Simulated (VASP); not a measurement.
Here is the system:

```
CELL_PARAMETERS angstrom
      0.00000     2.74637     2.74637
      2.74637     0.00000     2.74637
      2.74637     2.74637     0.00000
ATOMIC_POSITIONS crystal
  Cd 0.00000 0.00000 0.00000
  F  0.25000 0.25000 0.25000
  F  0.75000 0.75000 0.75000
```

Calculation: PBE GGA, VASP's PBE PAW potentials (set 64) (plane waves; VASP 6.6.1). Settings: 650 eV cut-off, 6×6×6 Γ-centred mesh, Gaussian smearing of 0.050 eV, potentials Cd F.

Problem. Give the elastic stiffness tensor with the ions relaxed (GPa, in the frame of the cell).

Solution. 
```tsv
	xx	yy	zz	yz	xz	xy
xx	164	59.4	59.4	0.0	0.0	0.0
yy	59.4	164	59.4	0.0	0.0	0.0
zz	59.4	59.4	164	0.0	0.0	0.0
yz	0.0	0.0	0.0	17.5	0.0	0.0
xz	0.0	0.0	0.0	0.0	17.5	0.0
xy	0.0	0.0	0.0	0.0	0.0	17.5
```

Problem. Estimate the Hill bulk modulus, Hill shear modulus, Young's modulus, Poisson's ratio.

Solution. 
```
Property              Result
------------------  --------
Hill bulk modulus   94.2 GPa
Hill shear modulus  27.6 GPa
Young's modulus     75.5 GPa
Poisson's ratio        0.366
```

The compound is CdF2 in the fluorite structure. It was relaxed first, which changed the volume by +6 %.
